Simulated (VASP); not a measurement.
Level of theory: PBE GGA, VASP's PBE PAW potentials (set 64) (plane waves; VASP).

A VASP calculation is set up with these files.

**INCAR**
```
EDIFF=1E-6
LMAXMIX=4
EDIFFG=-0.01   ! ionic stop
NELM=100
GGA=PE   ! PBE
ISMEAR=1
SIGMA=0.1
PREC=Accurate
LASPH=.True.
ISIF=3
ALGO=Normal
LCHARG=.False.
SYSTEM=TiB2
LREAL=.False.   ! projection in real space or not
IBRION=2
ENCUT=520
LWAVE=.False.
NSW=40   ! most ionic steps
```

### POSCAR
```
TiB2
1
    1.5150000000    -2.6240570000     0.0000000000
    1.5150000000     2.6240570000     0.0000000000
    0.0000000000     0.0000000000     3.2300000000
Ti B
1 2
Direct
  0.0300767283   0.0491311925   0.0000000000
  0.3333330000   0.6666670000   0.5000000000
  0.6666670000   0.3333330000   0.5000000000
```

### KPOINTS
```
kpoints
0
G
9 9 7
0 0 0
```

POTCAR, in this order: Ti_sv B (PBE.64 set). Program: vasp_std.

Output of the run:

### OSZICAR
```
       N       E                     dE             d eps       ncg     rms          rms(c)
DAV:   1     0.120879328873E+03    0.12088E+03   -0.88894E+03  4264   0.158E+03
DAV:   2    -0.191854132711E+02   -0.14006E+03   -0.13636E+03  4339   0.396E+02
DAV:   3    -0.291682985047E+02   -0.99829E+01   -0.97839E+01  6828   0.942E+01
DAV:   4    -0.294578605494E+02   -0.28956E+00   -0.28933E+00  5161   0.151E+01
DAV:   5    -0.294676273647E+02   -0.97668E-02   -0.97660E-02  6647   0.245E+00    0.168E+01
DAV:   6    -0.242701909630E+02    0.51974E+01   -0.26555E+01  5708   0.598E+01    0.390E+00
DAV:   7    -0.243083807220E+02   -0.38190E-01   -0.18927E+00  4670   0.160E+01    0.339E+00
DAV:   8    -0.243168539123E+02   -0.84732E-02   -0.17570E-01  6188   0.394E+00    0.771E-01
DAV:   9    -0.243097160722E+02    0.71378E-02   -0.73037E-02  5915   0.363E+00    0.282E-01
DAV:  10    -0.243090202442E+02    0.69583E-03   -0.48284E-03  5416   0.964E-01    0.657E-02
DAV:  11    -0.243090461462E+02   -0.25902E-04   -0.40831E-04  6214   0.259E-01    0.611E-02
DAV:  12    -0.243090193473E+02    0.26799E-04   -0.17412E-04  5720   0.179E-01    0.100E-02
DAV:  13    -0.243090179721E+02    0.13752E-05   -0.11484E-05  5275   0.465E-02    0.201E-03
DAV:  14    -0.243090179654E+02    0.66423E-08   -0.27110E-07  2362   0.662E-03
   1 F= -.24309018E+02 E0= -.24309013E+02  d E =-.243090E+02
       N       E                     dE             d eps       ncg     rms          rms(c)
DAV:   1    -0.241895218314E+02    0.11950E+00   -0.28521E+01  5348   0.136E+02    0.156E+00
DAV:   2    -0.244235885272E+02   -0.23407E+00   -0.28800E+00  4284   0.195E+01    0.635E-01
DAV:   3    -0.244246949120E+02   -0.11064E-02   -0.77863E-02  5686   0.265E+00    0.346E-01
DAV:   4    -0.244246099706E+02    0.84941E-04   -0.77149E-03  6115   0.781E-01    0.131E-01
DAV:   5    -0.244249256450E+02   -0.31567E-03   -0.49644E-04  5709   0.203E-01    0.629E-02
DAV:   6    -0.244250480738E+02   -0.12243E-03   -0.34790E-04  5940   0.114E-01    0.156E-02
DAV:   7    -0.244250493815E+02   -0.13077E-05   -0.19861E-05  4783   0.467E-02    0.444E-03
DAV:   8    -0.244250495659E+02   -0.18438E-06   -0.79579E-07  2569   0.146E-02
   2 F= -.24425050E+02 E0= -.24425271E+02  d E =-.116032E+00
       N       E                     dE             d eps       ncg     rms          rms(c)
DAV:   1    -0.244248531231E+02    0.19626E-03   -0.67747E-02  5340   0.708E+00    0.862E-02
DAV:   2    -0.244253609918E+02   -0.50787E-03   -0.65672E-03  4304   0.919E-01    0.279E-02
DAV:   3    -0.244253591972E+02    0.17945E-05   -0.14819E-04  6021   0.126E-01    0.134E-02
DAV:   4    -0.244253596027E+02   -0.40550E-06   -0.15770E-05  5750   0.319E-02    0.605E-03
DAV:   5    -0.244253609680E+02   -0.13653E-05   -0.15025E-06  4167   0.945E-03    0.328E-03
DAV:   6    -0.244253617261E+02   -0.75809E-06   -0.80712E-07  2571   0.726E-03
   3 F= -.24425362E+02 E0= -.24425582E+02  d E =-.116344E+00
       N       E                     dE             d eps       ncg     rms          rms(c)
DAV:   1    -0.245129408045E+02   -0.87580E-01   -0.23222E+00  4894   0.277E+01    0.281E+00
DAV:   2    -0.244322872753E+02    0.80654E-01   -0.45800E-01  5145   0.101E+01    0.647E-01
DAV:   3    -0.244249439915E+02    0.73433E-02   -0.49147E-02  6000   0.222E+00    0.230E-01
DAV:   4    -0.244256431329E+02   -0.69914E-03   -0.10669E-02  5753   0.827E-01    0.141E-01
DAV:   5    -0.244269707718E+02   -0.13276E-02   -0.20023E-03  6807   0.297E-01    0.621E-02
DAV:   6    -0.244272370789E+02   -0.26631E-03   -0.37592E-04  6138   0.114E-01    0.271E-02
DAV:   7    -0.244272764457E+02   -0.39367E-04   -0.69282E-05  5936   0.534E-02    0.122E-02
DAV:   8    -0.244272825927E+02   -0.61470E-05   -0.17323E-05  5827   0.340E-02    0.452E-03
DAV:   9    -0.244272824515E+02    0.14118E-06   -0.18068E-06  3537   0.162E-02
   4 F= -.24427282E+02 E0= -.24427456E+02  d E =-.192073E-02
       N       E                     dE             d eps       ncg     rms          rms(c)
DAV:   1    -0.244449165035E+02   -0.17634E-01   -0.41221E-01  5096   0.116E+01    0.121E+00
DAV:   2    -0.244306004063E+02    0.14316E-01   -0.92742E-02  5306   0.443E+00    0.270E-01
DAV:   3    -0.244289997562E+02    0.16007E-02   -0.93476E-03  5842   0.103E+00    0.100E-01
DAV:   4    -0.244291230776E+02   -0.12332E-03   -0.20974E-03  5897   0.350E-01    0.596E-02
DAV:   5    -0.244293573380E+02   -0.23426E-03   -0.35115E-04  6672   0.117E-01    0.305E-02
DAV:   6    -0.244294029121E+02   -0.45574E-04   -0.81446E-05  6199   0.600E-02    0.114E-02
DAV:   7    -0.244294070227E+02   -0.41106E-05   -0.10832E-05  5517   0.226E-02    0.696E-03
DAV:   8    -0.244294075466E+02   -0.52388E-06   -0.39160E-06  4938   0.182E-02
   5 F= -.24429408E+02 E0= -.24429597E+02  d E =-.404582E-02
       N       E                     dE             d eps       ncg     rms          rms(c)
DAV:   1    -0.244302043509E+02   -0.79733E-03   -0.42672E-02  4734   0.387E+00    0.197E-01
DAV:   2    -0.244299240429E+02    0.28031E-03   -0.44849E-03  4349   0.823E-01    0.107E-01
DAV:   3    -0.244297650551E+02    0.15899E-03   -0.25655E-04  5579   0.209E-01    0.507E-02
DAV:   4    -0.244297211723E+02    0.43883E-04   -0.98430E-05  5903   0.113E-01    0.851E-03
DAV:   5    -0.244297209991E+02    0.17325E-06   -0.84335E-06  4391   0.354E-02
   6 F= -.24429721E+02 E0= -.24429893E+02  d E =-.313452E-03
       N       E                     dE             d eps       ncg     rms          rms(c)
DAV:   1    -0.244297276479E+02   -0.64756E-05   -0.30905E-04  4724   0.328E-01    0.165E-02
DAV:   2    -0.244297257947E+02    0.18532E-05   -0.33095E-05  4354   0.705E-02    0.909E-03
DAV:   3    -0.244297247397E+02    0.10550E-05   -0.15929E-06  3442   0.181E-02    0.440E-03
DAV:   4    -0.244297244412E+02    0.29851E-06   -0.84819E-07  2217   0.110E-02
   7 F= -.24429724E+02 E0= -.24429897E+02  d E =-.316895E-03
       N       E                     dE             d eps       ncg     rms          rms(c)
DAV:   1    -0.244297246618E+02    0.77917E-07   -0.14482E-05  4719   0.713E-02    0.351E-03
DAV:   2    -0.244297245763E+02    0.85442E-07   -0.13141E-06  3180   0.148E-02
   8 F= -.24429725E+02 E0= -.24429898E+02  d E =-.317030E-03
       N       E                     dE             d eps       ncg     rms          rms(c)
DAV:   1    -0.244297246112E+02    0.50575E-07   -0.13884E-05  4524   0.701E-02    0.436E-03
DAV:   2    -0.244297244321E+02    0.17908E-06   -0.15379E-06  3533   0.160E-02
   9 F= -.24429724E+02 E0= -.24429898E+02  d E =-.316886E-03
       N       E                     dE             d eps       ncg     rms          rms(c)
DAV:   1    -0.244297438888E+02   -0.19278E-04   -0.16251E-03  5399   0.936E-01    0.410E-02
DAV:   2    -0.244297348760E+02    0.90128E-05   -0.19207E-04  4329   0.182E-01    0.132E-02
DAV:   3    -0.244297324961E+02    0.23799E-05   -0.15719E-05  6590   0.380E-02    0.553E-03
DAV:   4    -0.244297326352E+02   -0.13910E-06   -0.25204E-06  4053   0.142E-02
  10 F= -.24429733E+02 E0= -.24429905E+02  d E =-.820312E-05
```

OUTCAR:
```
------------------------ aborting loop because EDIFF is reached ----------------------------------------
  FORCE on cell =-STRESS in cart. coord.  units (eV):
  Direction    XX          YY          ZZ          XY          YZ          ZX
  --------------------------------------------------------------------------------------
  Total       -0.0022577     -0.0020624     -0.0096012     -0.0001652      0.0000000      0.0000000
  in kB       -0.1408889     -0.1287022     -0.5991591     -0.0103115      0.0000000      0.0000000
  external PRESSURE =      -0.2895834 kB  Pullay stress =       0.0000000 kB
  volume of cell :       25.67
      direct lattice vectors                 reciprocal lattice vectors
     1.517552640 -2.628441148  0.000000000     0.329470573 -0.190231028  0.000000000
     1.517653347  2.628499264  0.000000000     0.329463288  0.190218405  0.000000000
     0.000000000  0.000000000  3.218131394     0.000000000  0.000000000  0.310739332
 POSITION                                       TOTAL-FORCE (eV/Angst)
 -----------------------------------------------------------------------------------
      0.04006      0.01669      0.00000         0.000242      0.000099      0.000000
      1.55773      0.89292      1.60907        -0.001063     -0.001059      0.000000
      1.55763     -0.85947      1.60907         0.000821      0.000961      0.000000
 -----------------------------------------------------------------------------------
    total drift:                               -0.000012      0.000026     -0.000000
  FREE ENERGIE OF THE ION-ELECTRON SYSTEM (eV)
  ---------------------------------------------------
  free  energy   TOTEN  =       -24.4297326352 eV

  energy  without entropy=      -24.4302498796  energy(sigma->0) =      -24.42990505

 reached required accuracy - stopping structural energy minimisation
```
(Selected blocks of OUTCAR.)

**CONTCAR**
```
TiB2
   1.00000000000000
     1.5175526398806147   -2.6284411475635872    0.0000000000000000
     1.5176533468126254    2.6284992644874907    0.0000000000000000
     0.0000000000000000    0.0000000000000000    3.2181313935407658
  Ti              B
     1     2
Direct
     0.0100230548195592    0.0163734529754094    0.0000000000000000
     0.3433643957472967    0.6830631076257508    0.5000000000000000
     0.6766892777331470    0.3496946318988389    0.5000000000000000
```

The compound is TiB2 in the AlB2 type structure. In the starting cell atoms are displaced from their ideal sites. This run relaxes it. Symmetry was kept, so distortions that lower it aren't found.
